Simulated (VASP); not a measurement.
Calculation: r2SCAN+rVV10, VASP's PBE PAW potentials (set 64) (plane waves; VASP 6.6.1).

VASP ran on this input.

INCAR:
```
ALGO = Normal
BPARAM = 11.95
CPARAM = 0.0093
EDIFF = 1E-7
EDIFFG = -0.01
ENCUT = 520
IBRION = 2
ISIF = 4
ISMEAR = 0
LASPH = .TRUE.
LCHARG = .FALSE.
LMIXTAU = .TRUE.
LREAL = .FALSE.
LUSE_VDW = .TRUE.
LWAVE = .FALSE.
METAGGA = R2SCAN
NELM = 100
NSW = 30
PREC = Accurate
SIGMA = 0.05
SYSTEM = SiO2
```

### POSCAR
```
SiO2
1
    4.2162638828     0.0000000000     0.0000000000
    0.0000000000     4.2162638828     0.0000000000
    0.0000000000     0.0000000000     2.6976309773
Si O
2 4
Direct
  0.0000000000   0.0000000000   0.0000000000
  0.5000000000   0.5000000000   0.5000000000
  0.3056024461   0.3056024461   0.0000000000
  0.8056024461   0.1943975539   0.5000000000
  0.1943975539   0.8056024461   0.5000000000
  0.6943975539   0.6943975539   0.0000000000
```

KPOINTS:
```
Automatic mesh
0
Gamma
5 5 8
0 0 0
```

POTCAR, in this order: Si O (PBE.64 set). Program: vasp_std.

Output

File OSZICAR:
```
       N       E                     dE             d eps       ncg     rms          rms(c)
DAV:   1     0.147918984633E+03    0.14792E+03   -0.18573E+04  1208   0.157E+03
DAV:   2    -0.649965515606E+02   -0.21292E+03   -0.20663E+03  1628   0.331E+02
DAV:   3    -0.720992185118E+02   -0.71027E+01   -0.70798E+01  1440   0.645E+01
DAV:   4    -0.721526739669E+02   -0.53455E-01   -0.53381E-01  1420   0.639E+00
DAV:   5    -0.721532507004E+02   -0.57673E-03   -0.57669E-03  1388   0.648E-01    0.173E+01
DAV:   6    -0.593656902020E+02    0.12788E+02   -0.10533E+01  1356   0.214E+01    0.937E+00
DAV:   7    -0.576814346001E+02    0.16843E+01   -0.18373E+00  1276   0.134E+01    0.330E+00
DAV:   8    -0.607900406020E+02   -0.31086E+01   -0.12500E+00  1300   0.941E+00    0.191E+00
DAV:   9    -0.577061351580E+02    0.30839E+01   -0.93206E-01  1284   0.722E+00    0.630E-01
DAV:  10    -0.579336377323E+02   -0.22750E+00   -0.73237E-02  1372   0.283E+00    0.464E-01
DAV:  11    -0.580241962770E+02   -0.90559E-01   -0.22867E-02  1372   0.124E+00    0.181E-01
DAV:  12    -0.580712220264E+02   -0.47026E-01   -0.21845E-02  1228   0.185E+00    0.107E-01
DAV:  13    -0.580718191462E+02   -0.59712E-03   -0.13875E-03  1264   0.427E-01    0.656E-02
DAV:  14    -0.580722635330E+02   -0.44439E-03   -0.64362E-04  1416   0.184E-01    0.236E-02
DAV:  15    -0.580722651384E+02   -0.16054E-05   -0.74532E-05  1300   0.983E-02    0.920E-03
DAV:  16    -0.580722956140E+02   -0.30476E-04   -0.14088E-05  1300   0.490E-02    0.705E-03
DAV:  17    -0.580722944679E+02    0.11462E-05   -0.28209E-06  1420   0.123E-02    0.288E-03
DAV:  18    -0.580722954484E+02   -0.98055E-06   -0.49879E-07  1300   0.832E-03    0.104E-03
DAV:  19    -0.580722953665E+02    0.81922E-07   -0.10802E-07   736   0.293E-03
   1 F= -.58072295E+02 E0= -.58072295E+02  d E =-.580723E+02
       N       E                     dE             d eps       ncg     rms          rms(c)
DAV:   1    -0.580743301149E+02   -0.20347E-02   -0.23559E+00  1216   0.132E+01    0.446E-01
DAV:   2    -0.580772017635E+02   -0.28716E-02   -0.67994E-02  1412   0.208E+00    0.206E-01
DAV:   3    -0.580757096055E+02    0.14922E-02   -0.13812E-03  1368   0.514E-01    0.100E-01
DAV:   4    -0.580753311874E+02    0.37842E-03   -0.20600E-03  1236   0.474E-01    0.265E-02
DAV:   5    -0.580755796919E+02   -0.24850E-03   -0.11081E-03  1240   0.452E-01    0.158E-02
DAV:   6    -0.580758425500E+02   -0.26286E-03   -0.27106E-04  1232   0.205E-01    0.970E-03
DAV:   7    -0.580758467406E+02   -0.41906E-05   -0.19241E-05  1388   0.427E-02    0.257E-03
DAV:   8    -0.580758497695E+02   -0.30289E-05   -0.32116E-06  1268   0.208E-02    0.200E-03
DAV:   9    -0.580758495538E+02    0.21572E-06   -0.35553E-07  1216   0.758E-03    0.729E-04
DAV:  10    -0.580758496132E+02   -0.59449E-07   -0.16075E-07   796   0.412E-03
   2 F= -.58075850E+02 E0= -.58075850E+02  d E =-.355425E-02
       N       E                     dE             d eps       ncg     rms          rms(c)
DAV:   1    -0.580759667759E+02   -0.11722E-03   -0.69204E-02  1212   0.226E+00    0.752E-02
DAV:   2    -0.580760476702E+02   -0.80894E-04   -0.19907E-03  1412   0.357E-01    0.355E-02
DAV:   3    -0.580760049237E+02    0.42746E-04   -0.41317E-05  1368   0.892E-02    0.171E-02
DAV:   4    -0.580759944328E+02    0.10491E-04   -0.60608E-05  1244   0.813E-02    0.468E-03
DAV:   5    -0.580760030553E+02   -0.86226E-05   -0.31342E-05  1244   0.760E-02    0.276E-03
DAV:   6    -0.580760102391E+02   -0.71837E-05   -0.70697E-06  1252   0.325E-02    0.156E-03
DAV:   7    -0.580760102373E+02    0.17062E-08   -0.50741E-07  1396   0.694E-03
   3 F= -.58076010E+02 E0= -.58076010E+02  d E =-.371487E-02
       N       E                     dE             d eps       ncg     rms          rms(c)
DAV:   1    -0.580769280060E+02   -0.91777E-03   -0.72117E-02  1328   0.238E+00    0.197E-01
DAV:   2    -0.580765558898E+02    0.37212E-03   -0.10376E-03  1372   0.288E-01    0.115E-01
DAV:   3    -0.580763573261E+02    0.19856E-03   -0.53673E-04  1364   0.222E-01    0.891E-03
DAV:   4    -0.580763577907E+02   -0.46465E-06   -0.79514E-05  1272   0.100E-01    0.754E-03
DAV:   5    -0.580763650712E+02   -0.72805E-05   -0.23603E-05  1272   0.577E-02    0.530E-03
DAV:   6    -0.580763462433E+02    0.18828E-04   -0.75016E-06  1268   0.324E-02    0.163E-03
DAV:   7    -0.580763505185E+02   -0.42751E-05   -0.16375E-06  1308   0.134E-02    0.975E-04
DAV:   8    -0.580763498690E+02    0.64943E-06   -0.29895E-07  1052   0.664E-03    0.334E-04
DAV:   9    -0.580763500179E+02   -0.14885E-06   -0.71623E-08   696   0.259E-03    0.980E-05
DAV:  10    -0.580763500224E+02   -0.45056E-08   -0.14079E-08   660   0.109E-03
   4 F= -.58076350E+02 E0= -.58076350E+02  d E =-.339785E-03
       N       E                     dE             d eps       ncg     rms          rms(c)
DAV:   1    -0.580764035245E+02   -0.53507E-04   -0.32925E-03  1336   0.509E-01    0.421E-02
DAV:   2    -0.580763864960E+02    0.17028E-04   -0.47527E-05  1380   0.615E-02    0.246E-02
DAV:   3    -0.580763775285E+02    0.89675E-05   -0.24744E-05  1348   0.476E-02    0.192E-03
DAV:   4    -0.580763778714E+02   -0.34288E-06   -0.37016E-06  1276   0.216E-02    0.164E-03
DAV:   5    -0.580763782581E+02   -0.38674E-06   -0.10792E-06  1268   0.122E-02    0.114E-03
DAV:   6    -0.580763774783E+02    0.77982E-06   -0.33348E-07  1004   0.689E-03    0.347E-04
DAV:   7    -0.580763776883E+02   -0.21000E-06   -0.81981E-08   756   0.304E-03    0.208E-04
DAV:   8    -0.580763776502E+02    0.38071E-07   -0.20350E-08   636   0.159E-03
   5 F= -.58076378E+02 E0= -.58076378E+02  d E =-.367413E-03
```

**OUTCAR**
```
------------------------ aborting loop because EDIFF is reached ----------------------------------------
  FORCE on cell =-STRESS in cart. coord.  units (eV):
  Direction    XX          YY          ZZ          XY          YZ          ZX
  --------------------------------------------------------------------------------------
  Total       -2.5340939     -2.5340939     -2.5342620      0.0000000      0.0000000      0.0000000
  in kB      -84.6632978    -84.6632978    -84.6689132      0.0000000      0.0000000      0.0000000
  external PRESSURE =     -84.6651696 kB  Pullay stress =       0.0000000 kB
  volume of cell :       47.96
      direct lattice vectors                 reciprocal lattice vectors
     4.224590775  0.000000000  0.000000000     0.236709318  0.000000000  0.000000000
    -0.000000000  4.224590775  0.000000000    -0.000000000  0.236709318  0.000000000
     0.000000000  0.000000000  2.687007111     0.000000000  0.000000000  0.372161278
 POSITION                                       TOTAL-FORCE (eV/Angst)
 -----------------------------------------------------------------------------------
      0.00000      0.00000      0.00000        -0.000000      0.000000     -0.000000
      2.11230      2.11230      1.34350        -0.000000      0.000000     -0.000000
      1.29659      1.29659      0.00000         0.000278      0.000278      0.000000
      3.40888      0.81571      1.34350         0.000278     -0.000278     -0.000000
      0.81571      3.40888      1.34350        -0.000278      0.000278     -0.000000
      2.92800      2.92800      0.00000        -0.000278     -0.000278     -0.000000
 -----------------------------------------------------------------------------------
    total drift:                                0.000000      0.000000      0.000000
  FREE ENERGIE OF THE ION-ELECTRON SYSTEM (eV)
  ---------------------------------------------------
  free  energy   TOTEN  =       -58.0763776502 eV

  energy  without entropy=      -58.0763776502  energy(sigma->0) =      -58.07637765

 reached required accuracy - stopping structural energy minimisation
```
(Selected blocks of OUTCAR.)

**CONTCAR**
```
SiO2
   1.00000000000000
     4.2245907747578455    0.0000000000000000    0.0000000000000000
    -0.0000000000000000    4.2245907747578455    0.0000000000000000
     0.0000000000000000    0.0000000000000000    2.6870071109316913
  Si              O
     2     4
Direct
     0.0000000000000000    0.0000000000000000    0.0000000000000000
     0.5000000000000000    0.5000000000000000    0.5000000000000000
     0.3069140735725142    0.3069140735725142    0.0000000000000000
     0.8069140735725142    0.1930859264274787    0.5000000000000000
     0.1930859264274787    0.8069140735725142    0.5000000000000000
     0.6930859264274858    0.6930859264274858    0.0000000000000000
```

The compound is SiO2 in the rutile structure, stishovite, a high-pressure form. This cell is one point of a volume scan, at 1.03 of the reference volume. Symmetry was kept, so distortions that lower it aren't found.
